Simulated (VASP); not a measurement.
These are PBEsol GGA, VASP's PBE PAW potentials (set 64) (plane waves; VASP) values and carry that method's errors.

The input files of a VASP run:

**POSCAR**
```
SrO
1
   -0.0000000000     2.5669795706     2.5669795706
    2.5669795706     0.0000000000     2.5669795706
    2.5669795706     2.5669795706     0.0000000000
Sr O
1 1
Direct
  0.0000000000   0.0000000000   0.0000000000
  0.5000000000   0.5000000000   0.5000000000
```

File KPOINTS:
```
Automatic mesh
0
Gamma
9 9 9
0 0 0
```

INCAR:
```
EDIFF=1E-6   ! SCF stop (eV)
LREAL=F   ! projection in real space or not
SIGMA=0.05   ! width (eV)
NELM=100   ! most electronic steps
NSW=40   ! most ionic steps
LMAXMIX=4
ENCUT=620   ! plane-wave cut-off (eV)
LWAVE=F
ALGO=Normal   ! blocked Davidson
LCHARG=F
PREC=Accurate
GGA=PS   ! PBEsol
SYSTEM=SrO
IBRION=2   ! conjugate gradients
ISMEAR=0   ! Gaussian
EDIFFG=-0.02
ISIF=3   ! ions, shape and volume
LASPH=T   ! aspherical one-centre terms
```

POTCAR, in this order: Sr_sv O (PBE.64 set). Program: vasp_std.

The run wrote:

### OSZICAR
```
       N       E                     dE             d eps       ncg     rms          rms(c)
DAV:   1     0.877141673788E+02    0.87714E+02   -0.10009E+04   840   0.151E+03
DAV:   2    -0.992969902363E+01   -0.97644E+02   -0.89312E+02  1084   0.275E+02
DAV:   3    -0.144940885536E+02   -0.45644E+01   -0.45226E+01  1120   0.560E+01
DAV:   4    -0.146152908831E+02   -0.12120E+00   -0.12116E+00  1144   0.840E+00
DAV:   5    -0.146168746800E+02   -0.15838E-02   -0.15838E-02  1108   0.833E-01    0.176E+01
DAV:   6    -0.127861878802E+02    0.18307E+01   -0.91030E+00   980   0.230E+01    0.207E+01
DAV:   7    -0.126655706978E+02    0.12062E+00   -0.54997E-01  1040   0.667E+00    0.120E+01
DAV:   8    -0.126415635178E+02    0.24007E-01   -0.14080E-01   896   0.413E+00    0.781E-01
DAV:   9    -0.126412616657E+02    0.30185E-03   -0.11680E-02  1208   0.921E-01    0.213E-01
DAV:  10    -0.126415338786E+02   -0.27221E-03   -0.88391E-04   896   0.299E-01    0.660E-02
DAV:  11    -0.126416003013E+02   -0.66423E-04   -0.93219E-05   980   0.890E-02    0.340E-02
DAV:  12    -0.126416077665E+02   -0.74652E-05   -0.10448E-05  1200   0.313E-02    0.153E-02
DAV:  13    -0.126416070785E+02    0.68805E-06   -0.14401E-06   840   0.141E-02
   1 F= -.12641607E+02 E0= -.12641607E+02  d E =-.126416E+02
```

OUTCAR:
```
------------------------ aborting loop because EDIFF is reached ----------------------------------------
  FORCE on cell =-STRESS in cart. coord.  units (eV):
  Direction    XX          YY          ZZ          XY          YZ          ZX
  --------------------------------------------------------------------------------------
  Total       -0.0220245     -0.0220245     -0.0220245      0.0000000      0.0000000      0.0000000
  in kB       -1.0430829     -1.0430829     -1.0430829      0.0000000      0.0000000      0.0000000
  external PRESSURE =      -1.0430829 kB  Pullay stress =       0.0000000 kB
  volume of cell :       33.83
      direct lattice vectors                 reciprocal lattice vectors
     0.000000000  2.566979571  2.566979571    -0.194781449  0.194781449  0.194781449
     2.566979571  0.000000000  2.566979571     0.194781449 -0.194781449  0.194781449
     2.566979571  2.566979571  0.000000000     0.194781449  0.194781449 -0.194781449
  FREE ENERGIE OF THE ION-ELECTRON SYSTEM (eV)
  ---------------------------------------------------
  free  energy   TOTEN  =       -12.6416070785 eV

  energy  without entropy=      -12.6416070785  energy(sigma->0) =      -12.64160708

 reached required accuracy - stopping structural energy minimisation
```
(Selected blocks of OUTCAR.)

File OUTCAR:
```
 val. band max:        1.5087964077   @ k =   0.0000   0.0000   0.0000

 cond. band min:       4.7215455929   @ k =   0.4444   0.4444   0.0000


 Fermi energy:         1.7263475901

 k-point     1 :       0.0000    0.0000    0.0000
  band No.  band energies     occupation
      1     -30.7104      2.00000
      2     -13.4943      2.00000
      3     -12.3582      2.00000
      4     -12.3582      2.00000
      5     -12.3582      2.00000
      6       1.5088      2.00000
      7       1.5088      2.00000
      8       1.5088      2.00000
      9       5.3661      0.00000
     10       7.6824      0.00000
     11       7.6824      0.00000
     12       7.6824      0.00000

 k-point     2 :       0.1111    0.0000    0.0000
  band No.  band energies     occupation
      1     -30.6937      2.00000
      2     -13.7979      2.00000
      3     -12.3683      2.00000
      4     -12.3683      2.00000
      5     -12.0952      2.00000
      6       1.1243      2.00000
      7       1.3463      2.00000
      8       1.3463      2.00000
      9       5.9427      0.00000
     10       7.5436      0.00000
     11       7.9294      0.00000
     12       7.9294      0.00000

 k-point     3 :       0.2222    0.0000    0.0000
  band No.  band energies     occupation
      1     -30.6512      2.00000
      2     -14.3171      2.00000
      3     -12.3936      2.00000
      4     -12.3936      2.00000
      5     -11.6795      2.00000
      6       0.3752      2.00000
      7       0.9726      2.00000
      8       0.9726      2.00000
      9       7.2188      0.00000
     10       7.4650      0.00000
     11       8.6174      0.00000
     12       8.6174      0.00000

 k-point     4 :       0.3333    0.0000    0.0000
  band No.  band energies     occupation
      1     -30.6021      2.00000
      2     -14.7566      2.00000
      3     -12.4220      2.00000
      4     -12.4220      2.00000
      5     -11.3579      2.00000
      6      -0.2940      2.00000
...
```

The compound is SrO in the rock salt structure. It was relaxed first.
